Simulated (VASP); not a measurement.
# NbTe (Pm-3m) in VASP: equation of state

How stiff is NbTe in PBE, and what volume does it want? The cell is scaled to several volumes.

Everything below comes from runs of VASP 6.6.1. Logs are shortened: lines on timing, memory, paths and dates and some standing lists are left out, and cuts for length are marked.

## 1. The crystal as given

It takes space group Pm-3m (No. 221, cubic). The conventional cell has a = 3.426 Å, b = 3.426 Å, c = 3.426 Å, α = 90.00°, β = 90.00°, γ = 90.00°. Around Nb (site symmetry m-3m) lie 8 Te at 2.97 Å. Around Te (site symmetry m-3m) lie 8 Nb at 2.97 Å.

The cell was built by a generator and needn't be a form met in nature.

## 2. Equation of state, PBE, 18.89 Å³/atom (volume scaled by 0.94)

INCAR

```
ALGO = Normal
EDIFF = 1E-7
ENCUT = 520
GGA = PE
ISIF = 2
ISMEAR = -1
LASPH = T
LCHARG = F
LREAL = F
LWAVE = F
NBANDS = 16
NELM = 80
PREC = Accurate
SIGMA = 0.05
```

KPOINTS

```
k-points
0
Gamma
  8 8 8
```

POSCAR

```
NbTe
1.0
    3.3557681326      0.0000000000      0.0000000000
    0.0000000000      3.3557681326      0.0000000000
    0.0000000000      0.0000000000      3.3557681326
Nb Te
1 1
Direct
    0.5000000000      0.5000000000      0.5000000000
    0.0000000000      0.0000000000      0.0000000000
```

Potentials or basis: VASP PAW PBE potentials, release 64 (Nb_sv, Te).

On the command line:

```sh
cat potpaw_PBE.64/Nb_sv/POTCAR potpaw_PBE.64/Te/POTCAR > POTCAR
mpirun -np 1 vasp_std > vasp.out
```

OUTCAR:

```text
EDIFF = 1E-7
   ENCUT = 520
   GGA = PE
   ISIF = 2
   ISMEAR = -1
   LASPH = T
   LREAL = F
   NELM = 80
   PREC = Accurate

 Found     35 irreducible k-points:

 Following reciprocal coordinates:
            Coordinates               Weight
  0.000000  0.000000  0.000000      1.000000
  0.125000  0.000000  0.000000      6.000000
  0.250000  0.000000  0.000000      6.000000
  0.375000  0.000000  0.000000      6.000000
  0.500000  0.000000  0.000000      3.000000
  0.125000  0.125000  0.000000     12.000000
   k-points           NKPTS =     35   k-points in BZ     NKDIM =     35   number of bands    NBANDS=     16
   number of dos      NEDOS =    301   number of ions     NIONS =      2
   total plane-waves  NPLWV =  21952
   dimension x,y,z NGX =    28 NGY =   28 NGZ =   28
   dimension x,y,z NGXF=    56 NGYF=   56 NGZF=   56
   ions per type =               1   1
   NGX,Y,Z   is equivalent  to a cutoff of  13.87, 13.87, 13.87 a.u.
   NGXF,Y,Z  is equivalent  to a cutoff of  27.74, 27.74, 27.74 a.u.
 SYSTEM =  unknown system
   PREC   = accura    normal or accurate (medium, high low for compatibility)
   ISTART =      0    job   : 0-new  1-cont  2-samecut
   ICHARG =      2    charge: 1-file 2-atom 10-const
   ISPIN  =      1    spin polarized calculation?
   LNONCOLLINEAR =      F non collinear calculations
   LSORBIT =      F    spin-orbit coupling
   LASPH  =      T    aspherical Exc in radial PAW
   ENCUT  =  520.0 eV  38.22 Ry    6.18 a.u.   6.24  6.24  6.24*2*pi/ulx,y,z
   NELM   =     80;   NELMIN=  2; NELMDL= -5     # of ELM steps
   EDIFF  = 0.1E-06   stopping-criterion for ELM
   LREAL  =      F    real-space projection
   EDIFFG = 0.1E-05   stopping-criterion for IOM
   NSW    =      0    number of steps for IOM
   IBRION =     -1    ionic relax: 0-MD 1-quasi-New 2-CG
   NFREE  =      0    steps in history (QN), initial steepest desc. (CG)
   ISIF   =      2    stress and relaxation
   ISYM   =      2    0-nonsym 1-usesym 2-fastsym
   POTIM  = 0.5000    time-step for ionic-motion
   TEBEG  =    0.0;   TEEND  =   0.0 temperature during run
   PSTRESS=    0.0 pullay stress
   NELECT =      19.0000    total number of electrons
   NUPDOWN=      -1.0000    fix difference up-down
   EMIN   =  10.00;   EMAX   =-10.00  energy-range for DOS
   EFERMI =   0.00;   METHOD = LEGACY
   ISMEAR =    -1;   SIGMA  =   0.05  broadening in eV -4-tet -1-fermi 0-gaus
   EFERMI_NEDOS =   21; number of points for ismear=-14 and -15
   IALGO  =     38    algorithm
   IMIX   =      4    mixing-type and parameters
     AMIX     =   0.40;   BMIX     =  1.00
     AMIX_MAG =   1.60;   BMIX_MAG =  1.00
  volume/ion in A,a.u.               =      18.89       127.51
  Fermi-wavevector in a.u.,A,eV,Ry     =   1.301769  2.459988 23.056484  1.694604
  Thomas-Fermi vector in A             =   2.432881
   LORBIT       =      0    0 simple, 1 ext, 2 COOP (PROOUT), +10 PAW based schemes
   GGA     = PE    functional components
[... 5 lines left out ...]
 non-spin polarized calculation
  energy-cutoff  :      520.00
  volume of cell :       37.79
 maximum number of plane-waves:      1064
 NGX is ok and might be reduce to    28
   NGX = 13   NGY = 13   NGZ = 13

 number of electron      18.9999999 magnetization

 Free energy of the ion-electron system (eV)
  ---------------------------------------------------
  ext. energy  EPLUGINS =         0.00000000
  ---------------------------------------------------
  free energy    TOTEN  =       -13.43181799 eV

  energy without entropy =      -13.41444290  energy(sigma->0) =      -13.42313045

 E-fermi :  13.0518     XC(G=0): -12.1172

 val. band max:       13.0110299305   @ k =   0.3750   0.3750   0.3750
 cond. band min:      13.0783829990   @ k =   0.2500   0.0000   0.0000
 fundamental gap:      0.0673530684
 Fermi energy:        13.0517536989

 k-point     1 :       0.0000    0.0000    0.0000
  band No.  band energies     occupation
      1     -42.1208      2.00000
      2     -18.1437      2.00000
      3     -18.1437      2.00000
      4     -18.1437      2.00000
      5      -1.7718      2.00000
      6      10.1126      2.00000
[... 8 lines left out ...]
     15      21.4842      0.00000
     16      21.4842      0.00000

 k-point     2 :       0.1250    0.0000    0.0000
  band No.  band energies     occupation
      1     -42.1184      2.00000
      2     -18.1822      2.00000
      3     -18.1396      2.00000
      4     -18.1396      2.00000
      5      -1.5661      2.00000
      6       9.2134      2.00000
[... 8 lines left out ...]
     15      20.5640      0.00000
     16      22.0603      0.00000

 k-point     3 :       0.2500    0.0000    0.0000
  band No.  band energies     occupation
      1     -42.1124      2.00000
      2     -18.2740      2.00000
      3     -18.1297      2.00000
      4     -18.1297      2.00000
      5      -0.9948      2.00000
      6       7.3245      2.00000
[... 8 lines left out ...]
     15      19.1095      0.00000
     16      23.8662      0.00000

 k-point     4 :       0.3750    0.0000    0.0000
  band No.  band energies     occupation
      1     -42.1064      2.00000
      2     -18.3642      2.00000
      3     -18.1197      2.00000
      4     -18.1197      2.00000
      5      -0.2392      2.00000
      6       5.5920      2.00000
[... 8 lines left out ...]
     15      19.2376      0.00000
     16      21.8226      0.00000

 k-point     5 :       0.5000    0.0000    0.0000
  band No.  band energies     occupation
      1     -42.1039      2.00000
      2     -18.4011      2.00000
      3     -18.1156      2.00000
      4     -18.1156      2.00000
      5       0.1856      2.00000
      6       4.8229      2.00000
[... 8 lines left out ...]
     15      18.9101      0.00000
     16      20.6020      0.00000

 k-point     6 :       0.1250    0.1250    0.0000
  band No.  band energies     occupation
      1     -42.1159      2.00000
      2     -18.1807      2.00000
      3     -18.1746      2.00000
      4     -18.1357      2.00000
      5      -1.3710      2.00000
      6       9.2718      2.00000
[... 8 lines left out ...]
     15      20.7393      0.00000
     16      21.7520      0.00000

 [... further k-points ...]
[... 5 lines left out ...]
  --------------------------------------------------------------------------------------
  -------------------------------------------------------------------------------------
  Total        2.1655799      2.1655799      2.1655799      0.0000000      0.0000000     -0.0000000
  in kB       91.8140121     91.8140121     91.8140121      0.0000000      0.0000000     -0.0000000
  external PRESSURE =      91.8140121 kB  Pullay stress =       0.0000000 kB

 VOLUME and BASIS-vectors are now :
 -----------------------------------------------------------------------------
  energy-cutoff  :      520.00
  volume of cell :       37.79
      direct lattice vectors                 reciprocal lattice vectors
     3.355768133  0.000000000  0.000000000     0.297994367  0.000000000  0.000000000
     0.000000000  3.355768133  0.000000000     0.000000000  0.297994367  0.000000000
     0.000000000  0.000000000  3.355768133     0.000000000  0.000000000  0.297994367

 POSITION                                       TOTAL-FORCE (eV/Angst)
 -----------------------------------------------------------------------------------
      1.67788      1.67788      1.67788         0.000000      0.000000      0.000000
      0.00000      0.00000      0.00000         0.000000      0.000000      0.000000
 -----------------------------------------------------------------------------------
    total drift:                                0.000000      0.000000      0.000000

  FREE ENERGIE OF THE ION-ELECTRON SYSTEM (eV)
  ---------------------------------------------------
  free  energy   TOTEN  =       -13.4318179932 eV

  energy  without entropy=      -13.4144428994  energy(sigma->0) =      -13.42313045
```

Wall time 26 s (1 thread of Intel Xeon Platinum 8488C (Sapphire Rapids), shared host); peak memory 0.16 GiB.

What came out:

```
Free energy            : -13.4318 eV
Pressure               : 9.2 GPa
Band gap on the k mesh : none (metal or under the smearing width)
```

## 3. Equation of state, PBE, 19.30 Å³/atom (volume scaled by 0.96)

INCAR: that of step 2 with these lines changed.

```diff
@@ -11,3 +11,3 @@
 NBANDS = 16
-NELM = 80
+NELM = 60
 PREC = Accurate
```

KPOINTS is that of step 2.

POSCAR

```
NbTe
1.0
    3.3794010812      0.0000000000      0.0000000000
    0.0000000000      3.3794010812      0.0000000000
    0.0000000000      0.0000000000      3.3794010812
Nb Te
1 1
Direct
    0.5000000000      0.5000000000      0.5000000000
    0.0000000000      0.0000000000      0.0000000000
```

Potentials or basis: VASP PAW PBE potentials, release 64 (Nb_sv, Te).

On the command line:

```sh
cat potpaw_PBE.64/Nb_sv/POTCAR potpaw_PBE.64/Te/POTCAR > POTCAR
mpirun -np 1 vasp_std > vasp.out
```

Run time: 22 s. Hardware: 1 thread of Intel Xeon Platinum 8488C (Sapphire Rapids), shared host; peak memory 0.16 GiB.

Results (log left out):

| Property | Result |
| --- | --- |
| Free energy | -13.4692 eV |
| Pressure | 5.7 GPa |
| Band gap on the k mesh | none (metal or under the smearing width) |

[end of part 1 of 2]
